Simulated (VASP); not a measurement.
Here is the system:

```xyz
3
Lattice="0.0000 2.5489 2.5489 2.5489 0.0000 2.5489 2.5489 2.5489 0.0000" Properties=species:S:1:pos:R:3 pbc="T T T"
Hf     0.0000     0.0000     0.0000
O      1.2745     1.2745     1.2745
O      3.8234     3.8234     3.8234
```

Calculation: PBE GGA with D3 dispersion (Becke-Johnson damping), VASP's PBE PAW potentials (set 64) (plane waves; VASP 6.6.1). Numerical set-up: 520 eV cut-off, 8×8×8 Γ-centred mesh, Gaussian smearing of 0.050 eV, potentials Hf_pv O.

Question: Give the stress tensor in GPa (positive for a compressed cell).

Answer: 
```
-7.27   0.00   0.00
 0.00  -7.27   0.00
 0.00   0.00  -7.27
```
The pressure is its mean diagonal, -7.27 GPa.

The compound is HfO2 in the fluorite structure, the high-temperature cubic form, which is unstable at 0 K; the monoclinic form is the stable one. This cell is one point of a volume scan, at 1.03 of the reference volume.
